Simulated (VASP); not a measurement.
All values below come from r2SCAN meta-GGA, VASP's PBE PAW potentials (set 64) (plane waves; VASP).

A VASP calculation is set up with these files.

### INCAR
```
SYSTEM = YN
PREC = Accurate
ENCUT = 520
EDIFF = 1E-6
NELM = 100
ALGO = Normal
LREAL = .FALSE.
LASPH = .TRUE.
ISMEAR = 0
SIGMA = 0.05
METAGGA = R2SCAN
LMIXTAU = .TRUE.
LMAXMIX = 4
LWAVE = .FALSE.
LCHARG = .FALSE.
IBRION = 2
ISIF = 3
NSW = 60
EDIFFG = -0.01
```

File POSCAR:
```
YN
1.0
  3.3416961712   0.0000000000   0.0000000000
 -1.6708480856   2.8939934158   0.0000000000
  0.0000000000   0.0000000000   3.0428960141
Y N
1 1
Cartesian
  3.3416961712   0.0000000000   0.0000000000
  1.6708497564   0.9646635073   1.5214480071
```

**KPOINTS**
```
Automatic mesh
0
Gamma
8 8 8
0 0 0
```

POTCAR, in this order: Y_sv N (PBE.64 set). Program: vasp_std.

**Question.** Predict the energy per atom (σ→0), volume per atom.

**Answer.** 
```json
{
 "energy per atom (σ→0)": "-16.232 eV/atom",
 "volume_per_atom": "14.73 Å³/atom"
}
```

**OSZICAR**
```
...
DAV:   4    -0.324630340428E+02   -0.91140E-05   -0.44818E-06  1444   0.210E-02    0.269E-02
DAV:   5    -0.324630244355E+02    0.96073E-05   -0.76758E-06  1936   0.157E-02    0.509E-03
DAV:   6    -0.324630375682E+02   -0.13133E-04   -0.10951E-06   904   0.121E-02    0.369E-03
DAV:   7    -0.324630240930E+02    0.13475E-04   -0.10020E-06   728   0.139E-02    0.190E-03
DAV:   8    -0.324630390817E+02   -0.14989E-04   -0.64374E-07   648   0.112E-02    0.700E-04
DAV:   9    -0.324630373262E+02    0.17555E-05   -0.98896E-08   612   0.269E-03    0.382E-04
DAV:  10    -0.324630372559E+02    0.70303E-07   -0.22515E-08   612   0.131E-03
   3 F= -.32463037E+02 E0= -.32463037E+02  d E =-.156233E-04
```

The structure was generated: YN was put into the WC type (P-6m2), which need not be its known phase. This run relaxes it. Symmetry was kept, so distortions that lower it aren't found. The start is the result of an earlier pass.
